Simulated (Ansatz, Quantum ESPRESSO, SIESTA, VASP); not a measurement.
**Zr3S2: 4 runs at one level of theory**

```
CELL_PARAMETERS angstrom
2.90254 1.67578 3.48777
-2.90254 1.67578 3.48777
0.00000 -3.35156 3.48777
ATOMIC_POSITIONS crystal
Zr 0.84516 0.49576 0.14686
Zr 0.49626 0.16190 0.84770
Zr 0.14023 0.85679 0.49747
S 0.65685 0.66433 0.66125
S 0.33267 0.34574 0.33784
```

The cell comes from a database or a generator and needn't be the stable form of this composition.

Atoms were shifted at random by some hundredths of an Å from the given cell, which wasn't relaxed again for these runs.

Alike in all runs: task single point; functional PBE; k mesh 6 × 6 × 6; occupations fermi-dirac, width 0.05 eV; no spin polarisation; no spin-orbit coupling. A missing gap at this level doesn't show that the real crystal is a metal. Pressure is positive in compression and, in plane waves, holds the error of the finite cutoff, which Ansatz's Pulay term estimates and takes out.

```
                                                                                   program and potentials  plane-wave cutoff (eV)                             notes  band gap (eV)  pressure (GPa)  largest force (eV/Å)  energy over the undisturbed cell (meV/atom)
                                                                                       Ansatz, Ansatz PAW                     420  Pulay term of +0.02 GPa included         no gap           -1.47                 0.830                                        18.42
                                                                Quantum ESPRESSO, SSSP 1.3 efficiency PBE                     748                                 -         no gap           -1.55                 0.831                                        18.50
SIESTA, files PseudoDojo sr-pbe-0.4.1-standard, DZP (energy shift 0.003 Ry; two zetas on semicore shells)                       -                      atomic basis         no gap            0.02                 0.752                                        14.22
                                                                     VASP, PBE PAW files S, Zr_sv, 520 eV                     520                                 -         no gap           -1.45                 0.829                                            -
```

Force on atom 3 (Zr), eV/Å:

```json
{"program and potentials": "Ansatz, Ansatz PAW", "x": "0.810", "y": "0.032", "z": "0.175"}
{"program and potentials": "Quantum ESPRESSO, SSSP 1.3 efficiency PBE", "x": "0.812", "y": "0.032", "z": "0.175"}
{"program and potentials": "SIESTA, files PseudoDojo sr-pbe-0.4.1-standard, DZP (energy shift 0.003 Ry; two zetas on semicore shells)", "x": "0.727", "y": "0.042", "z": "0.187"}
{"program and potentials": "VASP, PBE PAW files S, Zr_sv, 520 eV", "x": "0.809", "y": "0.033", "z": "0.176"}
```

None finds a gap. The pressure spans -1.55 (Quantum ESPRESSO, SSSP 1.3 efficiency PBE) to 0.02 GPa (SIESTA, files PseudoDojo sr-pbe-0.4.1-standard, DZP (energy shift 0.003 Ry; two zetas on semicore shells)). Rows in atomic bases carry the error of their basis and grid, which can be large.

The functional is the same throughout but for its coding, so the spread measures potentials, basis and numerics; runs on potential files found faulty are left out.
